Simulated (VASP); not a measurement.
An input for Quantum ESPRESSO's pw.x (written as the equivalent of a VASP run, and not itself run):

```
&CONTROL
  calculation = 'scf'
  pseudo_dir = './pseudo'
  outdir = './out'
  tprnfor = .true.
  tstress = .true.
/
&SYSTEM
  ibrav = 0
  nat = 2
  ntyp = 2
  ecutwfc = 88
  occupations = 'smearing'
  smearing = 'gaussian'
  degauss = 0.003675
  input_dft = 'pbe'
  vdw_corr = 'grimme-d3'
  dftd3_version = 4
  dftd3_threebody = .false.
/
&ELECTRONS
  conv_thr = 7.3e-09
  electron_maxstep = 100
/
ATOMIC_SPECIES
  Na 22.990 Na.upf
  I 126.904 I.upf
CELL_PARAMETERS angstrom
     0.0000000    3.1184812    3.1184812
     3.1184812    0.0000000    3.1184812
     3.1184812    3.1184812    0.0000000
ATOMIC_POSITIONS crystal
  Na   0.0000000  0.0000000  0.0000000
  I    0.5000000  0.5000000  0.5000000
K_POINTS automatic
  7 7 7 0 0 0
```

Problem. Translate this input to VASP (INCAR, KPOINTS, POSCAR, choice of POTCAR).

Solution. This is not unique; one that fits is 
**KPOINTS**
```
Automatic mesh
0
Gamma
7 7 7
0 0 0
```

**INCAR**
```
! general
SYSTEM   =  NaI
PREC     =  Accurate
ENCUT    =  520   ! plane-wave cut-off (eV)
LREAL    =  .FALSE.   ! projection in real space or not
LASPH    =  .TRUE.

! electronic loop
EDIFF    =  1E-7
NELM     =  100   ! most electronic steps
ALGO     =  Normal   ! blocked Davidson
LMAXMIX  =  4

! smearing
ISMEAR   =  0   ! Gaussian
SIGMA    =  0.05   ! width (eV)

! functional
GGA      =  PE   ! PBE
IVDW     =  12   ! D3, Becke-Johnson

! ions
ISIF     =  2   ! forces and stress, cell fixed

! output
LWAVE    =  .FALSE.
LCHARG   =  .FALSE.
```

**POSCAR**
```
NaI
1
    0.0000000000     3.1184811502     3.1184811502
    3.1184811502     0.0000000000     3.1184811502
    3.1184811502     3.1184811502     0.0000000000
Na I
1 1
Direct
  0.0000000000   0.0000000000   0.0000000000
  0.5000000000   0.5000000000   0.5000000000
```

POTCAR, in this order: Na_pv I (PBE.64 set). Program: vasp_std.

Limits of the translation: the potentials are each code's own (VASP's PAW set, PseudoDojo norm-conserving files in pw.x), so ENCUT and ecutwfc are chosen apart and not converted; conv_thr bounds pw.x's estimated SCF error, while EDIFF bounds the energy change between steps.

The compound is NaI in the rock salt structure. This cell is one point of a volume scan, at 0.94 of the reference volume.
